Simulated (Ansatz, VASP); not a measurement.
Two plane-wave programs on TeO

Contents of INCAR:

```
SYSTEM = TeO
PREC = Accurate
ENCUT = 520
EDIFF = 1E-6
ISMEAR = 0
SIGMA = 0.1
LREAL = .False.
LASPH = .True.
NELM = 100
ALGO = Normal
ISIF = 2
LWAVE = .False.
LCHARG = .False.
GGA = PE
NBANDS = 20
```

Contents of KPOINTS:

```
Automatic mesh
0
Gamma
  4 6 4
  0 0 0
```

Contents of POSCAR:

```
TeO
1.0
    5.1909657600      0.0000000000      0.0000000000
    0.0000000000      3.1236028200      0.0000000000
    0.0000000000      0.0000000000      5.4730810900
Te O
2 2
Direct
    0.2500000000      0.0000000000      0.1878074700
    0.7500000000      0.0000000000      0.8121925300
    0.2500000000      0.5000000000      0.6987790900
    0.7500000000      0.5000000000      0.3012209100
```

Input for Ansatz:

```yaml
crystal:
  lattice:
    - [5.19096576, 0.0, 0.0]
    - [0.0, 3.12360282, 0.0]
    - [0.0, 0.0, 5.47308109]
  atoms:
    - { symbol: Te, position: [0.25, 0.0, 0.18780747] }
    - { symbol: Te, position: [0.75, 0.0, 0.81219253] }
    - { symbol: O, position: [0.25, 0.5, 0.69877909] }
    - { symbol: O, position: [0.75, 0.5, 0.30122091] }
basis:
  ecutwfc: 420
kpoints:
  mp_grid: { grid: [4, 6, 4] }
hamiltonian:
  xc: pbe
scf:
  occupations: { method: gaussian, width: 0.1 }
  lower_state_search: "off"
output:
  forces: true
  stress: true
  eigenvalues: true
```

Change from the starting cell: species swapped into the TiPt type (Pmma, No. 51).

Alike in both runs: task single point; functional PBE; k mesh 4 × 6 × 4; occupations gaussian, width 0.1 eV; no spin polarisation.

|  | VASP | Ansatz |
| --- | --- | --- |
| version | VASP 6.6.1 | Ansatz 0.2.0 |
| potentials or method | VASP PAW PBE potentials, release 64 (Te, O) | scalar-relativistic, plane waves, PAW |
| plane-wave cutoff (eV) | 520 | 420 |
| valence electrons in the cell | 24 | 44 |

Ansatz gave:

| Property | Result |
| --- | --- |
| gap on the k mesh at the Fermi level (eV) | none |
| pressure (GPa) | -15.4 |
| largest component of the traceless stress (GPa) | 5.93 |
| rms of the force components (eV/Å) | 0.232 |

Question: What did VASP give for the same quantities?

Answer: gap on the k mesh at the Fermi level (eV): none; pressure (GPa): -15.6; largest component of the traceless stress (GPa): 5.89; rms of the force components (eV/Å): 0.233.

Atom by atom the forces differ by 0.002 eV/Å (rms over components). A gap of «none» marks a metal or a gap that the smearing closes. The two sets of potentials don't hold the same shells in valence.

Caveats: so large a pressure means that the cell lies far from this level's equilibrium, or that cutoff or potentials fall short (VASP). The runs have no spin-orbit coupling, so splittings on Te are missing.
